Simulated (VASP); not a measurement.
CdGeAs2 (chalcopyrite): the formation energy from VASP (plane waves, PAW) at several levels of theory. The references are the elements' solids at the same level; no temperature or zero-point terms are added.

| level | formation energy (eV/atom) |
|---|---|
| LDA | -0.050 |
| PBEsol | -0.053 |

The cell of the LDA run:

```cif
data_As4Cd2Ge2
_chemical_formula_sum 'Cd2 Ge2 As4'
_space_group_name_H-M_alt 'P 1'
_space_group_IT_number 1
_cell_length_a 6.97417
_cell_length_b 6.97417
_cell_length_c 6.97417
_cell_angle_alpha 130.078
_cell_angle_beta 130.078
_cell_angle_gamma 73.282
loop_
_space_group_symop_operation_xyz
  'x, y, z'
loop_
_atom_site_label
_atom_site_type_symbol
_atom_site_fract_x
_atom_site_fract_y
_atom_site_fract_z
_atom_site_occupancy
Cd1 Cd 0.00000 0.00000 0.00000 1
Cd2 Cd 0.75000 0.25000 0.50000 1
Ge1 Ge 0.50000 0.50000 0.00000 1
Ge2 Ge 0.25000 0.75000 0.50000 1
As1 As 0.87500 0.85051 0.47551 1
As2 As 0.14949 0.62500 0.02449 1
As3 As 0.37500 0.39949 0.52449 1
As4 As 0.60051 0.12500 0.97551 1
```

Only levels that ran to the end are used. Left out are those held back, those with too coarse a band path, GW runs whose mesh misses a band edge, hybrids' fits of cells that aren't cubic and levels without matching references; a question may draw on a part of the rest.
